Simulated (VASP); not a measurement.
Data:

```xyz
2
Lattice="0.0000 2.7931 2.7931 2.7931 0.0000 2.7931 2.7931 2.7931 0.0000" Properties=species:S:1:pos:R:3 pbc="T T T"
Ag     0.0000     0.0000     0.0000
Br     2.7931     2.7931     2.7931
```

The numbers are results of LDA (Ceperley-Alder, Perdew-Zunger), VASP's LDA PAW potentials (set 64) (plane waves; VASP 6.6.1), not measurements. Numerical set-up: 520 eV cut-off, 7×7×7 Γ-centred mesh, Gaussian smearing of 0.050 eV, potentials Ag Br.

Estimate the energy per atom (σ→0).

```
Item                           Result
---------------------  --------------
energy per atom (σ→0)  -3.206 eV/atom
```

Only differences to runs with the same potentials and settings are physical.

The compound is AgBr in the rock salt structure. It was relaxed first, which changed the volume by -9 %. The start is the result of an earlier pass.
